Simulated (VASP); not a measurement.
Level of theory: PBE GGA, VASP's PBE PAW potentials (set 64) (plane waves; VASP).

VASP ran on this input.

File KPOINTS:
```
Automatic mesh
0
Gamma
11 11 11
0 0 0
```

File POSCAR:
```
LiF
1
    0.0000000000     2.0277431141     2.0277431141
    2.0277431141     0.0000000000     2.0277431141
    2.0277431141     2.0277431141     0.0000000000
Li F
1 1
Direct
  0.0000000000   0.0000000000   0.0000000000
  0.5000000000   0.5000000000   0.5000000000
```

INCAR:
```
# general
SYSTEM  =  LiF
PREC    =  Accurate
ENCUT   =  620
LREAL   =  .FALSE.
LASPH   =  .TRUE.

# electronic loop
EDIFF   =  1E-6
NELM    =  100
ALGO    =  Normal

# smearing
ISMEAR  =  0
SIGMA   =  0.05

# functional
GGA     =  PE

# ions
IBRION  =  2
NSW     =  40
ISIF    =  3
EDIFFG  =  -0.02

# output
LWAVE   =  .FALSE.
LCHARG  =  .FALSE.
```

POTCAR, in this order: Li_sv F (PBE.64 set). Program: vasp_std.

Problem. What will the output report for the number of irreducible k-points (NKPTS), largest plane-wave count, number of space-group operations, FFT grid (NGX, NGY, NGZ)?

Solution. 
```json
{
 "number of irreducible k-points (NKPTS)": "56",
 "largest_plane_wave_count": "596",
 "number_of_space_group_operations": "48",
 "FFT grid (NGX, NGY, NGZ)": "24 × 24 × 24"
}
```

The compound is LiF in the rock salt structure. It was relaxed first.
